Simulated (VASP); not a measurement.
Crystal: Ga2Ge2O3.

```
Ga Ge O
1.0
     5.38637    0.00000    0.00000
    -2.69318    4.66473    0.00000
     0.00000    0.00000    4.28550
Ga Ge O
2 2 3
Cartesian
  0.0000 0.0000 0.0000
  0.0000 3.1098 0.0000
  2.6932 1.5549 0.0000
  0.0000 3.1098 2.1428
  3.9920 0.8051 0.0000
  2.6932 3.0546 0.0000
  1.3944 0.8051 0.0000
```

The cell was built by a generator and needn't be a form met in nature.

```yaml
Program: VASP 6.6.1
Task: relaxation of cell and atoms
Functional: PBE
Potentials_or_basis: VASP PAW PBE potentials, release 64 (Ga_d, Ge_d, O)
Cutoff: 520 eV
k_mesh: 3 × 3 × 3
Occupations: gaussian, width 0.15 eV
Spin: no spin polarisation
```

At the start: pressure 57.3 GPa; volume 15.38 Å³/atom.

Where does the relaxation end?

Over 8 steps the energy falls by 1037.7 meV/atom and the volume is 23.33 Å³/atom (+51.7 %); space group P-6m2 (No. 187, to 0.05 Å).

Step by step:
```csv
step,energy change (eV),largest force (eV/Å),pressure (GPa),volume (Å³)
1,0.0000,5.0944,57.26,107.68
2,-2.8101,1.1843,-12.17,215.48
3,-6.2055,3.4911,5.75,153.61
4,-6.2073,3.3824,5.14,155.56
5,-6.7938,0.0323,-6.02,177.23
6,-6.8862,0.5023,-3.20,170.14
7,-7.2593,0.1678,-0.58,163.99
8,-7.2640,0.0756,0.01,163.34
```

Final structure:
```
CELL_PARAMETERS angstrom
6.20382 0.00000 0.00000
-3.10191 5.37266 0.00000
0.00000 0.00000 4.90062
ATOMIC_POSITIONS crystal
Ga 0.00000 0.00000 0.00000
Ga 0.33333 0.66667 0.00000
Ge 0.66667 0.33333 0.00000
Ge 0.33333 0.66667 0.50000
O 0.83105 0.16895 0.00000
O 0.83105 0.66211 0.00000
O 0.33789 0.16895 0.00000
```

Caveat: the k mesh is coarse (spacing up to 0.49 Å⁻¹), so the values aren't converged; the volume moved by over 15 % at a fixed basis, so the end points are rough.
